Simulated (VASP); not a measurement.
Here is the system:

```
BiGa
1.0
    4.19717     0.00000     0.00000
   -2.09859     3.63486     0.00000
    0.00000     0.00000     3.51095
Ga Bi
1 1
Direct
  0.00000   0.00000   0.00000
  0.66667   0.33333   0.50000
```

The numbers are results of PBEsol GGA, VASP's PBE PAW potentials (set 64) (plane waves; VASP), not measurements. Numerical set-up: 400 eV cut-off, Gaussian smearing of 0.050 eV, potentials Ga_d Bi_d.

Give the energies of bands 12 to 17 at the high-symmetry points, in eV from the Fermi level.

```
band      Γ      M      K      A      L      H
----  -----  -----  -----  -----  -----  -----
12    -2.60  -7.19  -7.17  -7.35  -5.29  -4.39
13    -0.54  -2.21  -4.24   1.71  -3.75  -4.15
14    -0.54  -0.31   3.04   1.71  -3.45  -3.54
15     0.64   2.52   3.93   2.07   0.55  -1.45
16     3.37   5.21   3.99   2.36   2.19   0.02
17     3.37   5.54   4.69   3.27   3.39   7.22
```

It has no gap at this level: it comes out as a metal or semimetal.

The structure was generated: GaBi was put into the WC type (P-6m2), which need not be its known phase. It was relaxed first, which changed the volume by +8 %.
